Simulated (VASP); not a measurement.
```xyz
2
Lattice="0.0000 2.1366 2.1366 2.1366 0.0000 2.1366 2.1366 2.1366 0.0000" Properties=species:S:1:pos:R:3 pbc="T T T"
Mn     0.0000     0.0000     0.0000
C      1.0683     1.0683     1.0683
```
Starting moments (μB, in the order of the record's atoms Mn C): -1.1 0.1.

Calculation: PBEsol GGA, VASP's PBE PAW potentials (set 64) (plane waves; VASP 6.6.1). Numerical set-up: 520 eV cut-off, Gaussian smearing of 0.050 eV, potentials Mn_pv C.

### Question
Give the spin-up energies of bands 5 to 12 at the high-symmetry points, in eV from the Fermi level.

### Answer

```tsv
band	Γ	X	U	L	W
5	-4.29	-6.17	-5.49	-5.60	-5.23
6	-4.29	-2.19	-2.97	-3.70	-3.35
7	-4.29	-2.19	-2.68	-3.70	-2.13
8	0.01	-1.51	-1.52	0.34	-1.74
9	0.01	0.74	0.17	0.34	-0.17
10	6.76	1.73	1.23	0.96	1.23
11	6.76	1.73	2.62	4.70	1.99
12	6.76	2.10	3.10	4.70	3.43
```

### Question
Give the spin-down energies of bands 5 to 12 at the high-symmetry points, in eV from the Fermi level.

### Answer

```
band      Γ      X      U      L      W
----  -----  -----  -----  -----  -----
5     -4.67  -6.48  -5.81  -5.60  -5.57
6     -4.67  -2.48  -3.09  -4.18  -3.59
7     -4.67  -2.48  -2.98  -4.18  -2.67
8     -1.37  -1.98  -2.15  -0.94  -1.80
9     -1.37  -0.73  -1.05  -0.94  -1.10
10     6.46   1.11   0.44   0.23   0.05
11     6.46   1.23   1.63   4.37   1.21
12     6.46   1.23   2.51   4.37   2.47
```

It has no gap at this level: it comes out as a metal or semimetal.

The structure was generated: MnC was put into the zinc blende type (F-43m), which need not be its known phase. It was relaxed first, which changed the volume by -36 %.
